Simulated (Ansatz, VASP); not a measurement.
## One calculation of CsSrF3, two programs

```xyz
5
Lattice="4.7660 -0.1139 -0.1139 -0.1139 4.7660 -0.1139 -0.1139 -0.1139 4.7660" Properties=species:S:1:pos:R:3 pbc="T T T"
Cs    0.0000    0.0000    0.0000
Sr    2.2691    2.2691    2.2691
F    -0.1139    2.3261    2.3261
F     2.3261   -0.1139    2.3261
F     2.3261    2.3261   -0.1139
```

Alike in both runs: task single point; functional LDA; k mesh 6 × 6 × 6; occupations gaussian, width 0.05 eV; no spin polarisation.

```csv
,VASP,Ansatz
version,VASP 6.6.1,Ansatz 0.2.0
potentials or method,"VASP PAW LDA potentials, release 64 (Cs_sv, Sr_sv, F)","scalar-relativistic, plane waves, PAW"
plane-wave cutoff (eV),520,420
valence electrons in the cell,40,40
```

```tsv
	VASP	Ansatz	Ansatz less VASP
gap on the k mesh at the Fermi level (eV)	6.00	6.02	+0.026
least direct gap on the mesh (eV)	6.00	6.02	+0.026
pressure (GPa)	-3.1	-3.3	-0.23
largest component of the traceless stress (GPa)	0.67	0.68	+0.008
```

Caveats: spin-orbit coupling is left out, which moves the levels of the heavy elements. A k mesh can miss the band edges.
